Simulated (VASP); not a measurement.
OSZICAR of a VASP run on As (a7):

### OSZICAR
```
       N       E                     dE             d eps       ncg     rms          rms(c)
DAV:   1     0.245872367570E+02    0.24587E+02   -0.37137E+03  2644   0.744E+02
DAV:   2    -0.837404480813E+01   -0.32961E+02   -0.31928E+02  4061   0.111E+02
DAV:   3    -0.933661993422E+01   -0.96258E+00   -0.96136E+00  3019   0.229E+01
DAV:   4    -0.934079192612E+01   -0.41720E-02   -0.41711E-02  3288   0.167E+00
DAV:   5    -0.934080145799E+01   -0.95319E-05   -0.95312E-05  2978   0.720E-02    0.337E+00
DAV:   6    -0.932974350740E+01    0.11058E-01   -0.62758E-03  2901   0.610E-01    0.203E+00
DAV:   7    -0.932453665074E+01    0.52069E-02   -0.13300E-02  2815   0.921E-01    0.860E-02
DAV:   8    -0.932466046202E+01   -0.12381E-03   -0.45580E-04  2718   0.161E-01    0.343E-02
DAV:   9    -0.932470944388E+01   -0.48982E-04   -0.75874E-05  3011   0.685E-02    0.120E-02
DAV:  10    -0.932470925870E+01    0.18518E-06   -0.55440E-06  2976   0.159E-02
   1 F= -.93247093E+01 E0= -.93246755E+01  d E =-.101291E-03
```

**Question.** Which electronic solver shows in the log?

**Answer.** It is blocked Davidson (ALGO = Normal, or the opening steps of other solvers). The INCAR had ALGO = Normal.

**Question.** Can the final energy be trusted as converged?

**Answer.** The calculation finished and met its thresholds. It stopped with EDIFF = 1E-6, NELM = 100 (PBE GGA, plane waves, VASP's PBE PAW potentials (set 64)).

The compound is As in the a7 structure. The cell was not relaxed at this level. The run is one of a series of settings (LREAL = Auto against the base run), some of them coarse on purpose.
